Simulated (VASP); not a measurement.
Computed with PBE GGA with D3 dispersion (zero damping), VASP's PBE PAW potentials (set 64) (plane waves; VASP).

VASP input:

### KPOINTS
```
Automatic mesh
0
Gamma
9 9 9
0 0 0
```

### INCAR
```
ALGO = Normal
EDIFF = 1E-6
EDIFFG = -0.01
ENCUT = 520
GGA = PE
IBRION = 2
ISIF = 3
ISMEAR = 1
IVDW = 11
LASPH = .TRUE.
LCHARG = .FALSE.
LREAL = .FALSE.
LWAVE = .FALSE.
NELM = 100
NSW = 60
PREC = Accurate
SIGMA = 0.1
SYSTEM = K
```

File POSCAR:
```
K
1.0
 -2.6108747698   2.6108747698   2.6108747698
  2.6108747698  -2.6108747698   2.6108747698
  2.6108747698   2.6108747698  -2.6108747698
K
1
Direct
  0.0000000000   0.0000000000   0.0000000000
```

POTCAR, in this order: K_sv (PBE.64 set). Program: vasp_std.

Output

File OSZICAR:
```
       N       E                     dE             d eps       ncg     rms          rms(c)
DAV:   1     0.490124109327E+02    0.49012E+02   -0.36998E+03   560   0.860E+02
DAV:   2     0.424084410717E+00   -0.48588E+02   -0.48257E+02   560   0.220E+02
DAV:   3    -0.100212010081E+01   -0.14262E+01   -0.14128E+01   864   0.360E+01
DAV:   4    -0.104863588475E+01   -0.46516E-01   -0.46473E-01   912   0.445E+00
DAV:   5    -0.104889509071E+01   -0.25921E-03   -0.25921E-03   912   0.280E-01    0.207E+00
DAV:   6    -0.104893085482E+01   -0.35764E-04   -0.15088E-03   952   0.295E-01    0.128E+00
DAV:   7    -0.104930846154E+01   -0.37761E-03   -0.30335E-03   880   0.417E-01    0.542E-02
DAV:   8    -0.104936133126E+01   -0.52870E-04   -0.12839E-04   872   0.156E-01    0.201E-02
DAV:   9    -0.104937711769E+01   -0.15786E-04   -0.13221E-05   840   0.354E-02    0.875E-03
DAV:  10    -0.104937602472E+01    0.10930E-05   -0.32247E-06   888   0.168E-02    0.136E-03
DAV:  11    -0.104937596469E+01    0.60033E-07   -0.42778E-08   528   0.250E-03
   1 F= -.11782891E+01 E0= -.11781399E+01  d E =-.117829E+01
```

**OUTCAR**
```
------------------------ aborting loop because EDIFF is reached ----------------------------------------
 Edisp (eV)   -0.12891
  FORCE on cell =-STRESS in cart. coord.  units (eV):
  Direction    XX          YY          ZZ          XY          YZ          ZX
  --------------------------------------------------------------------------------------
  Total      -0.00268    -0.00268    -0.00268    -0.00000    -0.00000     0.00000
  in kB      -0.06039    -0.06039    -0.06039    -0.00000    -0.00000     0.00000
  external pressure =       -0.06 kB  Pullay stress =        0.00 kB
  volume of cell :       71.19
      direct lattice vectors                 reciprocal lattice vectors
    -2.610874770  2.610874770  2.610874770     0.000000000  0.191506696  0.191506696
     2.610874770 -2.610874770  2.610874770     0.191506696  0.000000000  0.191506696
     2.610874770  2.610874770 -2.610874770     0.191506696  0.191506696  0.000000000
 POSITION                                       TOTAL-FORCE (eV/Angst)
 -----------------------------------------------------------------------------------
      0.00000      0.00000      0.00000         0.000000      0.000000     -0.000000
 -----------------------------------------------------------------------------------
    total drift:                               -0.000000     -0.000000      0.000000
  FREE ENERGIE OF THE ION-ELECTRON SYSTEM (eV)
  ---------------------------------------------------
  free  energy   TOTEN  =        -1.1782891059 eV

  energy  without entropy=       -1.1778414643  energy(sigma->0) =       -1.17813989

 reached required accuracy - stopping structural energy minimisation
```
(Selected blocks of OUTCAR.)

The compound is K in the bcc structure. It was relaxed first. The start is the result of an earlier pass.
